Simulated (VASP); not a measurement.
# SrO: exact exchange and RPA correlation, part 5 of 6

Aim: total energies of SrO from exact exchange and RPA correlation, beside cheaper functionals. The scan starts from a database cell scaled to its smallest volume. The cell is of the rock-salt type. The start is a cell from a database of measured crystal structures.

VASP 6.6.1, plane waves and PAW; the level of theory is named at each step.

So far. Step 24 (Exact exchange, volume ratio 1.03): The Hartree-Fock energy on these orbitals is -14.9345 eV an atom. Step 25 (Empty bands, volume ratio 1.03): WAVECAR now holds 1064 bands for 16 electrons.

The database entry behind the starting cell differs from other determinations of this structure, so it need not match the best structure at room temperature.

### 26. RPA correlation, volume ratio 1.03

This step: RPA correlation on PBE orbitals; plane waves and PAW (Sr_sv_GW, O_GW) (VASP 6.6.1).

RPA correlation at this point.

Input file INCAR:

```
SYSTEM = SrO
PREC = Accurate
ENCUT = 560
ISMEAR = 0
SIGMA = 0.05
LREAL = .FALSE.
GGA = PE
NBANDS = 1064
ALGO = ACFDT
ENCUTGW = 200
NOMEGA = 12
PRECFOCK = Fast
LWAVE = .FALSE.
LCHARG = .FALSE.
```

Input file POSCAR:

```
SrO
1.0
    0.0000000000      2.5917105635      2.5917105635
    2.5917105635      0.0000000000      2.5917105635
    2.5917105635      2.5917105635      0.0000000000
Sr O
1 1
Direct
    0.5000000000      0.5000000000      0.5000000000
    0.0000000000      0.0000000000      0.0000000000
```

Input file KPOINTS:

```
Automatic mesh
0
Gamma
4 4 4
0 0 0
```

PAW data sets: Sr_sv_GW and O_GW (PBE family, release 64).

On the command line:

```sh
$ mpirun -np 8 vasp_std
```

Standard output:

```text
[banner, memory and clock lines left out]
running    8 mpi-ranks, on    1 nodes
[...]
[... a notice as in an earlier step ...]

 LDA part: xc-table for (Slater+PW92), standard interpolation
 found WAVECAR, reading the header
 POSCAR, INCAR and KPOINTS ok, starting setup
[...]
reading WAVECAR
 the WAVECAR file was read successfully
 initial charge from wavefunction
 available memory per node:    119.78 GB, setting MAXMEM to    122651

 The Fermi energy was updated, please check that it is located mid-gap
 values below the HOMO (VB) or above the LUMO (CB) will cause erroneous energies
 E-fermi :   4.6960

 the WAVEDER file was read successfully
 set NWRITE>2 for more details about minimax calculation
 number of imaginary grid points requested:      12
 number of distinct grids requested:  1
 quadrature errors minimized for energies in [ 0.332E+01, 0.582E+03 ]
 bosonic grid (T=0, re) determined with error: 0.1051E-07
 bosonic grid (re): 0.1051E-07
[...]
NQ=   2    0.2500    0.0000    0.0000,
|.........|.........|.........|.........
 performed      12924000 updates of chi_q(r,r)
 total number of BLAS operations       5282.37 Gflops
NQ=   3    0.5000    0.0000    0.0000,
|.........|.........|.........|.........
 performed      19386000 updates of chi_q(r,r)
 total number of BLAS operations       7970.03 Gflops
NQ=   4    0.2500    0.2500    0.0000,
|.........|.........|.........|.........
 performed      25848000 updates of chi_q(r,r)
 total number of BLAS operations      10427.11 Gflops
NQ=   5    0.5000    0.2500    0.0000,
|.........|.........|.........|.........
 performed      32310000 updates of chi_q(r,r)
 total number of BLAS operations      13067.83 Gflops
NQ=   6   -0.2500    0.2500    0.0000,
|.........|.........|.........|.........
 performed      38772000 updates of chi_q(r,r)
 total number of BLAS operations      15615.90 Gflops
NQ=   7    0.5000    0.5000    0.0000,
|.........|.........|.........|.........
 performed      45234000 updates of chi_q(r,r)
 total number of BLAS operations      18163.97 Gflops
NQ=   8   -0.2500    0.5000    0.2500,
|.........|.........|.........|.........
 performed      51696000 updates of chi_q(r,r)
 total number of BLAS operations      20758.15 Gflops
 entering main loop
```

The job ended after 91 s (8 MPI ranks of Intel Xeon 6975P-C (Granite Rapids), shared host; peak memory 2.5 GiB; 12 min of CPU time).

OUTCAR, selected parts (step 26):

```text
      cutoff energy     smooth cutoff   RPA   correlation   Hartree contr. to MP2
---------------------------------------------------------------------------------
            200.000           160.000      -21.2804286943      -32.8275482666
            190.476           152.381      -20.9596143290      -32.4290462624
            181.406           145.125      -20.6314096868      -32.0164295439
            172.768           138.214      -20.2941010835      -31.5869862610
            164.541           131.632      -19.9440476786      -31.1356491177
            156.705           125.364      -19.5897495124      -30.6729780435
            149.243           119.394      -19.2263834967      -30.1915862881
            142.136           113.709      -18.8540219320      -29.6913064127
  linear regression

[... 2 parts as in an earlier step ...]

[... 2 further parts left out ...]
[key lines of the parts left out:]
E-fermi :   4.6960
```

The correlation energy is -12.423 eV an atom, +8 meV against the point before. With exact exchange the total is -27.3575 eV an atom.

### 27. Comparison: r2SCAN, volume ratio 1.03

This step: r2SCAN; plane waves and PAW (Sr_sv_GW, O_GW) (VASP 6.6.1).

The comparison at this point.

Input file INCAR:

```
SYSTEM = SrO
PREC = Accurate
ENCUT = 560
EDIFF = 1E-06
NELM = 100
ISMEAR = 0
SIGMA = 0.05
LREAL = .FALSE.
ALGO = Normal
METAGGA = R2SCAN
LASPH = .TRUE.
NBANDS = 14
LWAVE = .FALSE.
LCHARG = .FALSE.
KPAR = 8
```

POSCAR is that of step 26.

KPOINTS is that of step 26.

On the command line:

```sh
$ mpirun -np 8 vasp_std
```

Standard output:

```text
[... set-up lines as in an earlier step ...]
 entering main loop
       N       E                     dE             d eps       ncg     rms          rms(c)
DAV:   1     0.945948E+02    0.94595E+02   -0.81379E+03   224   0.116E+03
DAV:   2    -0.363978E+02   -0.13099E+03   -0.11768E+03   338   0.334E+02
DAV:   3    -0.427011E+02   -0.63033E+01   -0.62603E+01   306   0.661E+01
DAV:   4    -0.428064E+02   -0.10528E+00   -0.10526E+00   290   0.778E+00
[...]
DAV:  14    -0.318130E+02    0.33820E-04   -0.65678E-05   354   0.980E-02    0.126E-02
DAV:  15    -0.318130E+02    0.28945E-05   -0.90398E-06   336   0.405E-02    0.533E-03
DAV:  16    -0.318130E+02    0.54264E-07   -0.38872E-07   112   0.557E-03
   1 F= -.31813044E+02 E0= -.31813044E+02  d E =-.234549E-13
```

It took 8.6 s on 8 MPI ranks; peak memory 1.3 GiB.

OUTCAR, selected parts (step 27):

```text
  Total       -0.3014049     -0.3014049     -0.3014049      0.0000000      0.0000000     -0.0000000
  in kB      -13.8698360    -13.8698360    -13.8698360      0.0000000      0.0000000     -0.0000000
  external PRESSURE =     -13.8698360 kB  Pullay stress =       0.0000000 kB

 POSITION                                       TOTAL-FORCE (eV/Angst)
 -----------------------------------------------------------------------------------
      2.59171      2.59171      2.59171         0.000000      0.000000      0.000000
      0.00000      0.00000      0.00000         0.000000      0.000000     -0.000000
 -----------------------------------------------------------------------------------
    total drift:                                0.000000      0.000000      0.000000

  FREE ENERGIE OF THE ION-ELECTRON SYSTEM (eV)
  ---------------------------------------------------
  free  energy   TOTEN  =       -31.8130442173 eV

  energy  without entropy=      -31.8130442173  energy(sigma->0) =      -31.81304422

[... 2 parts as in an earlier step ...]

[... 1 further part left out ...]
[key lines of the parts left out:]
E-fermi :   2.9507
```

Its energy is -15.9065 eV an atom, on a zero of its own.

### 28. Orbitals for comparison: HSE06, volume ratio 1.03

This step: PBE; plane waves and PAW (Sr_sv_GW, O_GW) (VASP 6.6.1).

Starting orbitals, as before.

Input file INCAR:

```
SYSTEM = SrO
PREC = Accurate
ENCUT = 560
EDIFF = 1E-05
NELM = 100
ISMEAR = 0
SIGMA = 0.05
LREAL = .FALSE.
ALGO = Normal
GGA = PE
NBANDS = 14
LORBIT = 11
LWAVE = .TRUE.
LCHARG = .FALSE.
KPAR = 8
```

POSCAR is that of step 27.

KPOINTS is that of step 27.

On the command line:

```sh
$ mpirun -np 8 vasp_std
```

Standard output:

```text
[... set-up lines as in an earlier step ...]
 entering main loop
       N       E                     dE             d eps       ncg     rms          rms(c)
[... 11 cycles as in an earlier step ...]
DAV:  12    -0.168158E+02   -0.10217E-04   -0.12507E-04   256   0.105E-01    0.157E-02
DAV:  13    -0.168158E+02    0.21093E-05   -0.99889E-06   198   0.313E-02
   1 F= -.16815801E+02 E0= -.16815801E+02  d E =-.135042E-14
 writing wavefunctions
```

The job ended after 2.4 s (8 MPI ranks; peak memory 1.3 GiB).

From OUTCAR (step 28):

```text
  Total        0.1356162      0.1356162      0.1356162      0.0000000     -0.0000000      0.0000000
  in kB        6.2406925      6.2406925      6.2406925      0.0000000     -0.0000000      0.0000000
  external PRESSURE =       6.2406925 kB  Pullay stress =       0.0000000 kB

 POSITION                                       TOTAL-FORCE (eV/Angst)
 -----------------------------------------------------------------------------------
      2.59171      2.59171      2.59171        -0.000000     -0.000000      0.000000
      0.00000      0.00000      0.00000         0.000000      0.000000     -0.000000
 -----------------------------------------------------------------------------------
    total drift:                                0.000000      0.000000      0.000000

  FREE ENERGIE OF THE ION-ELECTRON SYSTEM (eV)
  ---------------------------------------------------
  free  energy   TOTEN  =       -16.8158008838 eV

  energy  without entropy=      -16.8158008838  energy(sigma->0) =      -16.81580088

[... 2 parts as in an earlier step ...]

[... 1 further part left out ...]
[key lines of the parts left out:]
E-fermi :   3.2976
```

The run ends at a pressure of 0.62 GPa.

### 29. Comparison: HSE06, volume ratio 1.03

This step: HSE06; plane waves and PAW (Sr_sv_GW, O_GW) (VASP 6.6.1).

The comparison at this point.

Input file INCAR:

```
SYSTEM = SrO
PREC = Accurate
ENCUT = 560
EDIFF = 1E-06
NELM = 100
ISMEAR = 0
SIGMA = 0.05
LREAL = .FALSE.
ALGO = Normal
LHFCALC = .TRUE.
AEXX = 0.25
GGA = PE
HFSCREEN = 0.2
LASPH = .TRUE.
NBANDS = 14
PRECFOCK = Fast
LWAVE = .FALSE.
LCHARG = .FALSE.
KPAR = 8
```

POSCAR is that of step 28.

KPOINTS is that of step 28.

The run starts from files that an earlier step left in the folder.

On the command line:

```sh
$ mpirun -np 8 vasp_std
```

Standard output:

```text
[... set-up lines as in an earlier step ...]
 entering main loop
       N       E                     dE             d eps       ncg     rms          rms(c)
DAV:   1    -0.195293E+02   -0.19529E+02   -0.23907E-01   236   0.793E+00    0.161E+00
DAV:   2    -0.195255E+02    0.38026E-02   -0.18613E-02   340   0.188E+00    0.469E-01
DAV:   3    -0.195248E+02    0.64677E-03   -0.30179E-03   266   0.480E-01    0.319E-01
DAV:   4    -0.195242E+02    0.56402E-03   -0.58849E-04   266   0.405E-01    0.146E-01
DAV:   5    -0.195241E+02    0.13203E-03   -0.24638E-04   288   0.223E-01    0.759E-02
DAV:   6    -0.195241E+02    0.47000E-04   -0.18342E-05   224   0.660E-02    0.456E-02
DAV:   7    -0.195241E+02    0.11792E-04   -0.96031E-06   324   0.365E-02    0.256E-02
DAV:   8    -0.195241E+02    0.29062E-05   -0.29861E-06   254   0.290E-02    0.149E-02
DAV:   9    -0.195241E+02    0.58945E-06   -0.10187E-06   166   0.176E-02
   1 F= -.19524055E+02 E0= -.19524055E+02  d E =-.193143E-12
```

Run time: 15 s. Hardware: 8 MPI ranks; peak memory 2 GiB; 1.9 min of CPU time.

From OUTCAR (step 29):

```text
 POSITION                                       TOTAL-FORCE (eV/Angst)
 -----------------------------------------------------------------------------------
      2.59171      2.59171      2.59171         0.000000      0.000000      0.000000
      0.00000      0.00000      0.00000        -0.000000      0.000000     -0.000000
 -----------------------------------------------------------------------------------
    total drift:                                0.000000     -0.000000     -0.000000

  FREE ENERGIE OF THE ION-ELECTRON SYSTEM (eV)
  ---------------------------------------------------
  free  energy   TOTEN  =       -19.5240550982 eV

  energy  without entropy=      -19.5240550982  energy(sigma->0) =      -19.52405510

[... 2 parts as in an earlier step ...]

[... 1 further part left out ...]
[key lines of the parts left out:]
E-fermi :   2.1914
```

Its energy is -9.7620 eV an atom, on a zero of its own.

### 30. Orbitals, volume ratio 1.06

This step: PBE; plane waves and PAW (Sr_sv_GW, O_GW) (VASP 6.6.1).

The same chain follows at a volume ratio of 1.06.

Input file INCAR:

```
SYSTEM = SrO
PREC = Accurate
ENCUT = 560
EDIFF = 1E-08
NELM = 100
ISMEAR = 0
SIGMA = 0.05
LREAL = .FALSE.
ALGO = Normal
GGA = PE
NBANDS = 14
LORBIT = 11
LWAVE = .TRUE.
LCHARG = .FALSE.
KPAR = 8
```

Input file POSCAR:

```
SrO
1.0
    0.0000000000      2.6166323862      2.6166323862
    2.6166323862      0.0000000000      2.6166323862
    2.6166323862      2.6166323862      0.0000000000
Sr O
1 1
Direct
    0.5000000000      0.5000000000      0.5000000000
    0.0000000000      0.0000000000      0.0000000000
```

KPOINTS is that of step 29.

On the command line:

```sh
$ mpirun -np 8 vasp_std
```

Standard output:

```text
[... set-up lines as in an earlier step ...]
 entering main loop
       N       E                     dE             d eps       ncg     rms          rms(c)
DAV:   1     0.109388E+03    0.10939E+03   -0.81492E+03   224   0.114E+03
DAV:   2    -0.148811E+02   -0.12427E+03   -0.10835E+03   330   0.319E+02
DAV:   3    -0.204772E+02   -0.55960E+01   -0.55598E+01   328   0.680E+01
DAV:   4    -0.205425E+02   -0.65348E-01   -0.65332E-01   254   0.664E+00
[...]
DAV:  16    -0.168124E+02   -0.29237E-07   -0.82631E-09   224   0.108E-03    0.253E-03
DAV:  17    -0.168124E+02   -0.19558E-07   -0.19425E-09   136   0.762E-04    0.387E-04
DAV:  18    -0.168124E+02    0.21812E-08   -0.36489E-10   112   0.208E-04
   1 F= -.16812411E+02 E0= -.16812411E+02  d E =-.440044E-19
 writing wavefunctions
```

Elapsed: 3.8 s, on 8 MPI ranks; peak memory 1.4 GiB; 25 s of CPU time.

OUTCAR, selected parts (step 30):

```text
  Total       -0.3953606     -0.3953606     -0.3953606     -0.0000000     -0.0000000      0.0000000
  in kB      -17.6785184    -17.6785184    -17.6785184     -0.0000000     -0.0000000      0.0000000
  external PRESSURE =     -17.6785184 kB  Pullay stress =       0.0000000 kB

 POSITION                                       TOTAL-FORCE (eV/Angst)
 -----------------------------------------------------------------------------------
      2.61663      2.61663      2.61663         0.000000      0.000000     -0.000000
      0.00000      0.00000      0.00000         0.000000     -0.000000      0.000000
 -----------------------------------------------------------------------------------
    total drift:                               -0.000000      0.000000      0.000000

  FREE ENERGIE OF THE ION-ELECTRON SYSTEM (eV)
  ---------------------------------------------------
  free  energy   TOTEN  =       -16.8124107736 eV

  energy  without entropy=      -16.8124107736  energy(sigma->0) =      -16.81241077

[... 1 part as in an earlier step ...]

[... 2 further parts left out ...]
[key lines of the parts left out:]
E-fermi :   3.1734
```

The run ends at a pressure of -1.77 GPa.

### 31. Exact exchange, volume ratio 1.06

This step: Hartree-Fock energy on PBE orbitals; plane waves and PAW (Sr_sv_GW, O_GW) (VASP 6.6.1).

Exact exchange at this point.

Input file INCAR:

```
SYSTEM = SrO
PREC = Accurate
ENCUT = 560
ISMEAR = 0
SIGMA = 0.05
LREAL = .FALSE.
GGA = PE
NBANDS = 14
ALGO = Eigenval
NELM = 1
LHFCALC = .TRUE.
AEXX = 1
ALDAC = 0
AGGAC = 0
PRECFOCK = Normal
LWAVE = .FALSE.
LCHARG = .FALSE.
```

POSCAR is that of step 30.

KPOINTS is that of step 30.

The run starts from files that an earlier step left in the folder.

On the command line:

```sh
$ mpirun -np 8 vasp_std
```

Standard output:

```text
[... set-up lines as in an earlier step ...]
 entering main loop
       N       E                     dE             d eps       ncg     rms          rms(c)
EIG:   1    -0.298696E+02   -0.29870E+02    0.00000E+00     0   0.000E+00
   1 F= -.29869571E+02 E0= -.29869571E+02  d E =-.987337E-14
```

Wall time 6.2 s (8 MPI ranks); peak memory 0.99 GiB; 45 s of CPU time.

From OUTCAR (step 31):

```text
 POSITION                                       TOTAL-FORCE (eV/Angst)
 -----------------------------------------------------------------------------------
      2.61663      2.61663      2.61663        -0.000000     -0.000000     -0.000000
      0.00000      0.00000      0.00000         0.000000      0.000000      0.000000
 -----------------------------------------------------------------------------------
    total drift:                               -0.000000     -0.000000     -0.000000

  FREE ENERGIE OF THE ION-ELECTRON SYSTEM (eV)
  ---------------------------------------------------
  free  energy   TOTEN  =       -29.8695714210 eV

  energy  without entropy=      -29.8695714210  energy(sigma->0) =      -29.86957142

[... 2 parts as in an earlier step ...]

[... 1 further part left out ...]
[key lines of the parts left out:]
E-fermi :   3.1185
```

The Hartree-Fock energy on these orbitals is -14.9348 eV an atom.

### 32. Empty bands, volume ratio 1.06

This step: PBE; plane waves and PAW (Sr_sv_GW, O_GW) (VASP 6.6.1).

The empty bands are made again, for the run that follows.

Input file INCAR:

```
SYSTEM = SrO
PREC = Accurate
ENCUT = 560
ISMEAR = 0
SIGMA = 0.05
LREAL = .FALSE.
GGA = PE
NBANDS = 1088
ALGO = Exact
NELM = 1
LWAVE = .TRUE.
LCHARG = .FALSE.
LOPTICS = .TRUE.
NEDOS = 1000
CSHIFT = 0.1
```

POSCAR is that of step 31.

KPOINTS is that of step 31.

On the command line:

```sh
$ mpirun -np 8 vasp_std
```

Standard output:

```text
[banner, memory and clock lines left out]
running    8 mpi-ranks, on    1 nodes
[...]
[... a notice as in an earlier step ...]

 LDA part: xc-table for (Slater+PW92), standard interpolation
 found WAVECAR, reading the header
  number of bands has changed, file:    14 present:  1088
  trying to continue reading WAVECAR, but it might fail
 POSCAR, INCAR and KPOINTS ok, starting setup
[...]
reading WAVECAR
 random initialization beyond band           14
 the WAVECAR file was read successfully
 initial charge from wavefunction
 entering main loop
       N       E                     dE             d eps       ncg     rms          rms(c)
DIA:   1    -0.168124E+02   -0.16812E+02    0.00000E+00     0   0.000E+00
   1 F= -.16812411E+02 E0= -.16812411E+02  d E =-.251767E-85
 writing wavefunctions
 optical routines
 imaginary and real dielectric function
 recalculating local potential from charge density
 direction            1
 direction            2
 direction            3
```

It took 7.4 s on 8 MPI ranks; peak memory 1.4 GiB; 55 s of CPU time.

Parts of OUTCAR (step 32):

```text
  Total       -0.3950702     -0.3950702     -0.3950702     -0.0000000     -0.0000000     -0.0000000
  in kB      -17.6655333    -17.6655333    -17.6655333     -0.0000000     -0.0000000     -0.0000000
  external PRESSURE =     -17.6655333 kB  Pullay stress =       0.0000000 kB

 POSITION                                       TOTAL-FORCE (eV/Angst)
 -----------------------------------------------------------------------------------
      2.61663      2.61663      2.61663        -0.000000      0.000000     -0.000000
      0.00000      0.00000      0.00000         0.000000     -0.000000      0.000000
 -----------------------------------------------------------------------------------
    total drift:                               -0.000000      0.000000      0.000000

  FREE ENERGIE OF THE ION-ELECTRON SYSTEM (eV)
  ---------------------------------------------------
  free  energy   TOTEN  =       -16.8124107735 eV

  energy  without entropy=      -16.8124107735  energy(sigma->0) =      -16.81241077

[... 1 part as in an earlier step ...]

[... 2 further parts left out ...]
[key lines of the parts left out:]
E-fermi :   3.5555
```

WAVECAR now holds 1088 bands for 16 electrons.

[end of part 5 of 6]

[Long decimals in the printed logs are rounded to 6 places.]

[Lines on the potential files, build, host, timing and source positions are cut from VASP's logs without a mark.]

[Logs are printed without paths, hosts, clocks, repeated set-up lines and the standing remarks that a program may print on its own settings, such as how far it seeks lower states.]

[Hosts, paths, dates, database ids (printed as entryN), source tags and the programs' standing remarks are cut or masked in the printed files.]

[Measured values are set beside computed ones only where the two were judged alike; some that the calculation misses by far are left out.]

[Pressures printed for these runs are not shown converged in the cutoff: they can be off by several GPa and have the wrong sign.]
